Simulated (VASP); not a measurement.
Here is the system:

```xyz
4
Lattice="1.2777 -2.2131 0.0000 1.2777 2.2131 0.0000 0.0000 0.0000 7.2359" Properties=species:S:1:pos:R:3 pbc="T T T"
C      0.0000     0.0000     1.8090
C      0.0000     0.0000     5.4269
C      1.2777     0.7377     1.8090
C      1.2777    -0.7377     5.4269
```

Level of theory: r2SCAN meta-GGA, VASP's PBE PAW potentials (set 64) (plane waves; VASP). Numerical set-up: 600 eV cut-off, 10×10×4 Γ-centred mesh, Gaussian smearing of 0.050 eV, potentials C.

**Question.** Give the stress tensor in GPa (positive for a compressed cell).

**Answer.** 
```
-39.52    0.00    0.00
  0.00  -39.52    0.00
  0.00    0.00   -0.54
```
The pressure is its mean diagonal, -26.53 GPa.

The compound is C in the graphite structure. This cell was strained or had an atom moved on purpose.
